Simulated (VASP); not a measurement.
Consider the following.

```yaml
crystal:
  lattice:
    - [4.18378, 2.08957, 2.08957]
    - [2.08957, 4.18378, 2.08957]
    - [2.08957, 2.08957, 4.18378]
  atoms:
    - { symbol: Ni, position: [0.00000, 0.00000, 0.00000], spin: 1.3 }
    - { symbol: Ni, position: [0.50000, 0.50000, 0.50000], spin: -1.3 }
    - { symbol: O, position: [0.25000, 0.25000, 0.25000] }
    - { symbol: O, position: [0.75000, 0.75000, 0.75000] }
```

Computed with PW91 GGA, VASP's PBE PAW potentials (set 64) (plane waves; VASP 6.6.1). Settings: 520 eV cut-off, 10×10×10 Γ-centred mesh, tetrahedra with Blöchl corrections, potentials Ni O.

The cores are frozen, which limits the accuracy of field gradients.

### Question
Give the principal components of the electric field gradient (V/Å²) and the asymmetry η at each nucleus.

### Answer

```json
[
 {"atom": "Ni1", "Vxx": "-0.9", "Vyy": "-0.9", "Vzz": "1.8", "η": "0.00"},
 {"atom": "Ni2", "Vxx": "-0.9", "Vyy": "-0.9", "Vzz": "1.8", "η": "0.00"},
 {"atom": "O3", "Vxx": "1.6", "Vyy": "1.6", "Vzz": "-3.1", "η": "0.00"},
 {"atom": "O4", "Vxx": "1.6", "Vyy": "1.6", "Vzz": "-3.1", "η": "0.00"}
]
```

The compound is NiO in the rock salt, AFM-II order structure. It was relaxed first.
